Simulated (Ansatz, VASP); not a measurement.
## B3As3H4 (armchair BAs ribbon N=3 H edges): VASP beside Ansatz

Wanted: the spread between two codes on one cell, functional and k mesh. The cell is taken from a series of runs on this material, whose earlier steps may have relaxed, scaled, displaced or heated it; both programs get it as it stands.

Method: plane waves, with VASP 6.6.1 beside it; single point at PBE, in Ansatz 0.2.0.

## 1. Starting point

The cell holds 10 atoms: 3 B, 3 As and 4 H. Its edges and angles: a = 12.993 Å, b = 7.000 Å, c = 5.914 Å, α = 90.0°, β = 90.0°, γ = 90.0°. Vacuum lies along a and b. The structure's axis is c.

Coordinates:

```cif
data_structure
_symmetry_space_group_name_H-M 'P 1'
_symmetry_Int_Tables_number 1
_cell_length_a 12.9930
_cell_length_b 7.0000
_cell_length_c 5.9141
_cell_angle_alpha 90.000
_cell_angle_beta 90.000
_cell_angle_gamma 90.000
_cell_volume 537.89
loop_
_atom_site_label
_atom_site_type_symbol
_atom_site_fract_x
_atom_site_fract_y
_atom_site_fract_z
_atom_site_occupancy
B1 B 0.36981 0.50000 0.00195 1
B2 B 0.63018 0.50000 0.00195 1
B3 B 0.50000 0.50000 0.50666 1
As4 As 0.37577 0.50000 0.32596 1
As5 As 0.62423 0.50000 0.32596 1
As6 As 0.50000 0.50000 0.84092 1
H7 H 0.27596 0.50000 0.45424 1
H8 H 0.72403 0.50000 0.45424 1
H9 H 0.28875 0.50000 0.90715 1
H10 H 0.71124 0.50000 0.90715 1
```

## 2. VASP: single point, PBE

A single point gives forces, pressure and levels at one fixed geometry, so differences don't come from the geometry; what else differs is listed under the comparison.

Lines of VASP's logs that name or quote its potential files are left out, and so is its time.

Input file INCAR:

```
SYSTEM = B3As3H4
PREC = Accurate
ENCUT = 420
EDIFF = 1E-06
NELM = 120
ISMEAR = -1
SIGMA = 0.05
LREAL = .FALSE.
ALGO = Normal
GGA = PE
NBANDS = 24
LORBIT = 11
LWAVE = .FALSE.
LCHARG = .FALSE.
ISIF = 2
LASPH = .TRUE.
GGA_COMPAT = .FALSE.
EFERMI = MIDGAP
KPAR = 2
```

Input file POSCAR:

```
B3As3H4
1.0
   12.9930000000      0.0000000000      0.0000000000
    0.0000000000      7.0000000000      0.0000000000
    0.0000000000      0.0000000000      5.9140757977
B As H
3 3 4
Direct
    0.3698143410      0.5000000000      0.0019544280
    0.6301776390      0.5000000000      0.0019544280
    0.4999959900      0.5000000000      0.5066571090
    0.3757666490      0.5000000000      0.3259623740
    0.6242253310      0.5000000000      0.3259623740
    0.4999959900      0.5000000000      0.8409192620
    0.2759605020      0.5000000000      0.4542428870
    0.7240314780      0.5000000000      0.4542428870
    0.2887487650      0.5000000000      0.9071473630
    0.7112432150      0.5000000000      0.9071473630
```

Input file KPOINTS:

```
Automatic mesh
0
Gamma
1 1 14
0 0 0
```

Potentials, in the order of the species: B, As and H (PBE family, release 64).

Run with:

```
$ mpirun -np 2 vasp_std
```

Numbers of over 12 decimals in the logs are rounded to 6 here.

The program printed:

```text
[banner, memory and clock lines left out]
running    2 mpi-ranks, on    1 nodes
 distrk:  each k-point on    1 cores,    2 groups
 distr:  one band on    1 cores,    1 groups

 POSCAR found type information on POSCAR B AsH
 POSCAR found :  3 types and      10 ions
 LDA part: xc-table for (Slater+PW92), standard interpolation
 POSCAR, INCAR and KPOINTS ok, starting setup
 FFT: planning ... GRIDC
 FFT: planning ... GRID_SOFT
 FFT: planning ... GRID
 WAVECAR not read
 entering main loop
       N       E                     dE             d eps       ncg     rms          rms(c)
DAV:   1     0.148016257650E+03    0.14802E+03   -0.77266E+03   384   0.679E+02
DAV:   2    -0.249802898235E+02   -0.17300E+03   -0.16648E+03   568   0.143E+02
DAV:   3    -0.478153576031E+02   -0.22835E+02   -0.22711E+02   480   0.605E+01
DAV:   4    -0.484056884086E+02   -0.59033E+00   -0.58917E+00   520   0.113E+01
DAV:   5    -0.484167050682E+02   -0.11017E-01   -0.11015E-01   544   0.135E+00    0.105E+01
DAV:   6    -0.453309172599E+02    0.30858E+01   -0.10256E+01   472   0.111E+01    0.555E+00
DAV:   7    -0.448228765933E+02    0.50804E+00   -0.11855E+00   512   0.496E+00    0.241E+00
DAV:   8    -0.446478161965E+02    0.17506E+00   -0.32266E-01   464   0.214E+00    0.472E-01
DAV:   9    -0.446347913152E+02    0.13025E-01   -0.18197E-02   520   0.536E-01    0.266E-01
DAV:  10    -0.446286030064E+02    0.61883E-02   -0.78746E-03   528   0.397E-01    0.112E-01
DAV:  11    -0.446295026406E+02   -0.89963E-03   -0.11334E-03   448   0.152E-01    0.815E-02
DAV:  12    -0.446311791748E+02   -0.16765E-02   -0.22297E-03   392   0.192E-01    0.425E-02
DAV:  13    -0.446318559348E+02   -0.67676E-03   -0.15397E-04   560   0.596E-02    0.326E-02
DAV:  14    -0.446344993182E+02   -0.26434E-02   -0.23975E-04   480   0.754E-02    0.125E-02
DAV:  15    -0.446352805228E+02   -0.78120E-03   -0.53530E-05   504   0.360E-02    0.109E-02
DAV:  16    -0.446356963663E+02   -0.41584E-03   -0.56023E-05   432   0.311E-02    0.401E-03
DAV:  17    -0.446357506486E+02   -0.54282E-04   -0.60830E-06   512   0.103E-02    0.285E-03
DAV:  18    -0.446357845492E+02   -0.33901E-04   -0.49375E-06   424   0.821E-03    0.767E-04
DAV:  19    -0.446357884186E+02   -0.38694E-05   -0.28968E-07   432   0.234E-03    0.717E-04
DAV:  20    -0.446357924495E+02   -0.40310E-05   -0.36704E-07   336   0.211E-03    0.263E-04
DAV:  21    -0.446357933989E+02   -0.94940E-06   -0.46607E-08   344   0.833E-04
   1 F= -.44635793E+02 E0= -.44635793E+02  d E =-.293800E-06
```

Parts of OUTCAR (step 2):

```text
ion  position               nearest neighbor table
   1  0.370  0.500  0.002-   9 1.19   4 1.92   6 1.94
   2  0.630  0.500  0.002-  10 1.19   5 1.92   6 1.94
   3  0.500  0.500  0.507-   5 1.94   4 1.94   6 1.98
   4  0.376  0.500  0.326-   7 1.50   1 1.92   3 1.94
   5  0.624  0.500  0.326-   8 1.50   2 1.92   3 1.94
   6  0.500  0.500  0.841-   1 1.94   2 1.94   3 1.98
   7  0.276  0.500  0.454-   4 1.50
   8  0.724  0.500  0.454-   5 1.50
   9  0.289  0.500  0.907-   1 1.19
  10  0.711  0.500  0.907-   2 1.19

  LATTYP: Found a simple orthorhombic cell.
 ALAT       =     5.9140757977
 B/A-ratio  =     1.1836168895
 C/A-ratio  =     2.1969620351

 Subroutine GETGRP returns: Found  4 space group operations
 (whereof  2 operations were pure point group operations)

The static configuration has the point symmetry C_1h.
 The point group associated with its full space group is C_2v.

 Found      8 irreducible k-points:

   k-points           NKPTS =      8   k-points in BZ     NKDIM =      8   number of bands    NBANDS=     24

   dimension x,y,z NGX =    90 NGY =   48 NGZ =   40
   dimension x,y,z NGXF=   180 NGYF=   96 NGZF=   80

   ENCUT  =  420.0 eV  30.87 Ry    5.56 a.u.  21.71 11.70  9.88*2*pi/ulx,y,z

   NELECT =      28.0000    total number of electrons

 k-points in reciprocal lattice and weights: Automatic mesh
   0.00000000  0.00000000  0.00000000       0.071
   0.00000000  0.00000000  0.07142857       0.143
   0.00000000  0.00000000  0.14285714       0.143
   0.00000000  0.00000000  0.21428571       0.143
   0.00000000  0.00000000  0.28571429       0.143
   0.00000000  0.00000000  0.35714286       0.143
   0.00000000  0.00000000  0.42857143       0.143
   0.00000000  0.00000000  0.50000000       0.071

 average (electrostatic) potential at core
       1 -35.4805       2 -35.4805       3 -36.0453       4 -57.4646       5 -57.4646
       6 -57.2227       7 -41.0013       8 -41.0013       9 -39.3532      10 -39.3532

 E-fermi :  -2.4631

 k-point     1 :       0.0000    0.0000    0.0000
  band No.  band energies     occupation
    ...
     10      -5.9980      2.00000
     11      -5.6553      2.00000
     12      -5.4867      2.00000
     13      -4.0806      2.00000
     14      -3.1465      2.00000
     15      -1.7812      0.00000
     16      -0.4207      0.00000
     17       0.1314      0.00000
     18       0.7206      0.00000
     19       1.2920      0.00000
    ...

 k-point     2 :       0.0000    0.0000    0.0714
  band No.  band energies     occupation
    ...
     10      -5.9794      2.00000
     11      -5.6775      2.00000
     12      -5.5077      2.00000
     13      -4.0747      2.00000
     14      -3.2665      2.00000
     15      -1.6508      0.00000
     16      -0.4502      0.00000
     17       0.1204      0.00000
     18       0.7357      0.00000
     19       1.3082      0.00000
    ...

 k-point     3 :       0.0000    0.0000    0.1429
  band No.  band energies     occupation
    ...
     10      -5.9239      2.00000
     11      -5.7403      2.00000
     12      -5.5797      2.00000
     13      -4.0579      2.00000
     14      -3.5396      2.00000
     15      -1.3468      0.00000
     16      -0.5307      0.00000
     17       0.0827      0.00000
     18       0.7790      0.00000
     19       1.1256      0.00000
    ...

  Total        0.4581662      0.6808537      0.4831526      0.0000000      0.0000000      0.0000000
  in kB        1.3647065      2.0280097      1.4391316      0.0000000      0.0000000      0.0000000
  external PRESSURE =       1.6106160 kB  Pullay stress =       0.0000000 kB

  energy-cutoff  :      420.00
  volume of cell :      537.89
      direct lattice vectors                 reciprocal lattice vectors
    12.993000000  0.000000000  0.000000000     0.076964519  0.000000000  0.000000000
     0.000000000  7.000000000  0.000000000     0.000000000  0.142857143  0.000000000
     0.000000000  0.000000000  5.914075798     0.000000000  0.000000000  0.169088127

 POSITION                                       TOTAL-FORCE (eV/Angst)
 -----------------------------------------------------------------------------------
      4.80500      3.50000      0.01156        -0.044959      0.000000     -0.037858
      8.18790      3.50000      0.01156         0.044959      0.000000     -0.037858
      6.49645      3.50000      2.99641         0.000000      0.000000      0.016025
      4.88234      3.50000      1.92777         0.027777      0.000000     -0.010178
      8.11056      3.50000      1.92777        -0.027777      0.000000     -0.010178
      6.49645      3.50000      4.97326         0.000000      0.000000     -0.001960
      3.58555      3.50000      2.68643        -0.082465      0.000000      0.047561
      9.40734      3.50000      2.68643         0.082465      0.000000      0.047561
      3.75171      3.50000      5.36494        -0.018018      0.000000     -0.006557
      9.24118      3.50000      5.36494         0.018018      0.000000     -0.006557
 -----------------------------------------------------------------------------------
    total drift:                                0.000000     -0.000000      0.000681

  FREE ENERGIE OF THE ION-ELECTRON SYSTEM (eV)
  ---------------------------------------------------
  free  energy   TOTEN  =       -44.6357933989 eV

  energy  without entropy=      -44.6357931051  energy(sigma->0) =      -44.63579325

 total charge
# of ion       s       p       d       tot
------------------------------------------
    1        0.703   1.188   0.000   1.891
    2        0.703   1.188   0.000   1.891
    3        0.681   1.155   0.000   1.836
    4        1.162   1.727   0.068   2.958
    5        1.162   1.727   0.068   2.958
    6        1.163   1.723   0.068   2.954
    7        0.534   0.018   0.000   0.552
    8        0.534   0.018   0.000   0.552
    9        0.608   0.022   0.000   0.630
   10        0.608   0.022   0.000   0.630
--------------------------------------------------
tot          7.859   8.788   0.205  16.852

[... 3 further parts left out ...]
```

## 3. Ansatz: single point, PBE

Ansatz runs on its default PAW (the set named soft_2) files.

The same cell, functional, mesh and smearing now go to Ansatz, which takes its cutoff from its data sets.

Input file input.yaml:

```yaml
crystal:
  lattice:
    - [12.993, 0.0, 0.0]
    - [0.0, 7.0, 0.0]
    - [0.0, 0.0, 5.9140757977]
  atoms:
    - { symbol: B, position: [0.369814341, 0.5, 0.001954428] }
    - { symbol: B, position: [0.630177639, 0.5, 0.001954428] }
    - { symbol: As, position: [0.375766649, 0.5, 0.325962374] }
    - { symbol: As, position: [0.624225331, 0.5, 0.325962374] }
    - { symbol: H, position: [0.275960502, 0.5, 0.454242887] }
    - { symbol: H, position: [0.724031478, 0.5, 0.454242887] }
    - { symbol: B, position: [0.49999599, 0.5, 0.506657109] }
    - { symbol: As, position: [0.49999599, 0.5, 0.840919262] }
    - { symbol: H, position: [0.288748765, 0.5, 0.907147363] }
    - { symbol: H, position: [0.711243215, 0.5, 0.907147363] }
kpoints:
  mp_grid: { grid: [1, 1, 14] }
  band_path: { path: ["Γ", Z], npoints: 90 }
scf:
  occupations: { method: fermi_dirac, width: 0.05 }
hamiltonian:
  xc: pbe
output:
  dos: { e_range: [-5, 4] }
  write_potential: true
  write_density: true
  volumetric_format: npy
```

Run with:

```
$ ansatz run input.yaml --threads 4 --pin off --max-ram 16384MiB --backend cpu --events-out ev --progress --plain --runs-dir out
```

The program printed:

```text
Engine: ansatz 0.2.0, aarch64-unknown-linux-gnu
Pseudopotentials: kind: paw
Pseudopotential: B, paw, valence charge 3, recommended cutoff 420 eV (normal), B.paw.azcp
Pseudopotential: As, paw, valence charge 15, recommended cutoff 420 eV (normal), As.paw.azcp
Pseudopotential: H, paw, valence charge 1, recommended cutoff 420 eV (normal), H.paw.azcp
Functional definition: PBE
  parameter kappa = 0.804
  parameter beta = 0.066725
  exchange = pbe_x(kappa = kappa, mu = beta*pi^2/3)
  correlation = pbe_c(beta = beta)
Crystal: 10 atoms, lattice volume = 537.891 Å³
Basis set: ecut = 420 eV, 10559 PW (Γ)
Bands: 39, of which v1, the nominal top of the filled ones, is band 29 counted from 1 (28 counted from 0)
Symmetry: 4 space group operations
Space group: Pmm2 (ITA 25), of the structure as read, at distance tolerance 8.1e-5 Å
k-points: 8 of 14 (time reversal used)
Non-local potential: B, projectors of the file, l = 0: 2, l = 1: 2, l = 2: 1
Non-local potential: As, projectors of the file, l = 0: 2, l = 1: 2, l = 2: 3, l = 3: 1
Non-local potential: H, projectors of the file, l = 0: 2, l = 1: 1
PAW form: soft (Blöchl's): semilocal exchange-correlation on the pseudo side does not see the compensation charge
PAW one-centre angular grid: B, 110 points (default); XC on 64 Gauss nodes
PAW one-centre angular grid: As, 590 points (default); XC on 64 Gauss nodes
PAW one-centre angular grid: H, 110 points (default); XC on 64 Gauss nodes
Initial density: superposition of atomic densities (neutral atoms: chi_scale 0, normalization atom), corrected by the library's trained network
Initial wavefunctions: pseudopotential atomic-orbital guess
Functional: x = pbe(κ = 0.804, μ = 0.219515), c = pbe(β = 0.066725)
SCF iter   1: F=—  HF=-15096.688539 eV  |F-HF|=—  |Δ(HF+E_count)|=         —  Δρ=1.42e-3  dr2=2.53e-2  ethr=1.77e-3  ⟨swp⟩=7.5  Hψ=1479  notcnv=0  defer=5
preconditioner: auto → Resta (q_TF=auto, 1.882 Å⁻¹)  ε∞=1.8  [insulator: Δε(μ)=1.395 eV  Ē_g=9.739 eV  σ=0.050 eV  W_gap=1.00  n_scr=60 (ndim 8)  ℏωp=8.5 eV  f_vac=0.676  D(μ)=0.00/eV (n_scr^D=0)  ε∞_Penn≈1.8  vacuum switching on, ρ_ref=6.9e-3 e/Å³]
SCF iter   2: F=—  HF=-15096.700514 eV  |F-HF|=—  |Δ(HF+E_count)|=   1.20e-2  Δρ=7.16e-4  dr2=3.97e-3  ethr=4.37e-5  ⟨swp⟩=3.1  Hψ=513  notcnv=0  defer=34
SCF iter   3: F=—  HF=-15096.704990 eV  |F-HF|=—  |Δ(HF+E_count)|=   4.48e-3  Δρ=2.95e-4  dr2=8.70e-4  ethr=6.85e-6  ⟨swp⟩=2.1  Hψ=465  notcnv=0  defer=34
SCF iter   4: F=—  HF=-15096.705979 eV  |F-HF|=—  |Δ(HF+E_count)|=   9.89e-4  Δρ=9.25e-5  dr2=1.16e-4  ethr=1.50e-6  ⟨swp⟩=2.4  Hψ=409  notcnv=0  defer=34
SCF iter   5: F=—  HF=-15096.705977 eV  |F-HF|=—  |Δ(HF+E_count)|=   1.93e-6  Δρ=3.46e-5  dr2=1.19e-5  ethr=1.99e-7  ⟨swp⟩=2.0  Hψ=362  notcnv=0  defer=34
SCF iter   6: F=—  HF=-15096.705959 eV  |F-HF|=—  |Δ(HF+E_count)|=   1.80e-5  Δρ=1.20e-5  dr2=6.98e-7  ethr=2.06e-8  ⟨swp⟩=2.0  Hψ=388  notcnv=0  defer=34
SCF iter   7: F=-15096.705963 eV  HF=-15096.705963 eV  |F-HF|=1.36e-7  |Δ(HF+E_count)|=   4.20e-6  Δρ=3.51e-6  dr2=7.88e-8  ethr=1.72e-10  ⟨swp⟩=12.1  Hψ=1430  notcnv=0
SCF 1 converged in 7 iterations: F = -15096.705963 eV  dr2 = 7.88e-8
  greatest PAW one-centre occupation: 0.999 electrons in one spin orbital (limit 2), on the As atom at site 3 (counted from 0), in its partial waves of l = 2
NSCF: frozen V_eff on 91 k-points
WARN: The output density's exchange-correlation potential varies sharply where the density is thin. Do not read a vacuum level from v_tot or v_xc, or from such a field of the output density. On a cell that repeats whose density bears no net charge and no dipole along the vacuum's axis use v_es (v_loc + v_h of the components); under efield.dipole_correction with no amplitude use v_es + v_field, which holds any externa [...]
SCF converged after 7 iterations
Free energy (F): -15096.705963 eV
Harris-Foulkes:  -15096.705963 eV  (|F-HF|=1.36e-7)
Internal energy: -15096.705963 eV  (E = F + TS)
E sigma→0 (E₀):  -15096.705963 eV
Entropy (-TS):   -0.000000 eV (-0.000 meV/atom)
Fermi energy:    -1.685778 eV
--- Per-component energies (eV) ---
  E_band       = -1350.616315
  E_kinetic    = 500.691339
  E_local      = -16154.554149  (includes V_loc(G=0)·N_el)
  E_nonlocal   = -1965.935809
  E_hartree    = 7990.152872
  E_xc         = -363.530432
  E_vxc        = -389.834979  (∫ρ·V_xc dr)
  E_paw        = -5747.768171  (= ΣΔE_a)
  E_vpaw       = 678.714793  (= ΣTr[D̂ρ^β])
  E_aug_tail   = -0.004955  (compensation charges beyond the density's cutoff)
  E_ewald      = 644.243343
  E_smearing   = -0.000000  (= −TS)
  E_closure    = 0.000000  (closes the sum)
  Σ components = -15096.705963   (vs F -15096.705963, Δ=0.00e0)
--- Band table (eV; the first three rows and the last of 8) ---
  k-point 0: bands = [... 25 lower, -4.8822, -4.7154, -3.3040, -2.3719, -1.0012, 0.3573, 0.9066, 1.5023, ... 6 higher]
  k-point 1: bands = [... 25 lower, -4.9043, -4.7364, -3.2982, -2.4913, -0.8712, 0.3279, 0.8956, 1.5173, ... 6 higher]
  k-point 2: bands = [... 25 lower, -4.9671, -4.8086, -3.2814, -2.7636, -0.5679, 0.2476, 0.8576, 1.5599, ... 6 higher]
  k-point 7: bands = [... 25 lower, -5.3811, -4.4683, -4.1405, -3.1751, -0.1780, 0.8465, 1.0363, 1.1517, ... 6 higher]
```

## 4. Comparison

Known differences besides the potentials themselves: the data sets hold 58 valence electrons in Ansatz (on its default PAW (the set named soft_2) files) and 28 in VASP. Total energies have different zeros and are not compared.

The two programs side by side:

| quantity | Ansatz | VASP | difference |
| --- | --- | --- | --- |
| gap on the k mesh (eV) | 1.371 | 1.365 | +0.005 |

A gap on the mesh is an upper bound, since the band edges may lie between its points.

## 5. What came out

```json
{
 "difference in gap on the k mesh (single point, PBE)": "0.0055 eV"
}
```

**Reading.** The difference in gap on the k mesh is 0.0055 eV (single point, PBE), within the 0.08 eV picked in this series as the mark of a large difference. The data sets hold unlike numbers of valence electrons (58 in Ansatz and 28 in VASP), so part of the differences comes from the potentials. 5 further runs of this series are not shown here. Such differences can come from data sets, numerical settings and the points named under the comparisons, not from the functional's error against experiment.

[Lines on the potential files, build, host, timing and source positions are cut from VASP's logs without a mark.]

[Logs are printed without paths, hosts, clocks, repeated set-up lines and the standing remarks that a program may print on its own settings, such as how far it seeks lower states.]

[Hosts, paths, dates, database ids (printed as entryN), source tags and the programs' standing remarks are cut or masked in the printed files.]
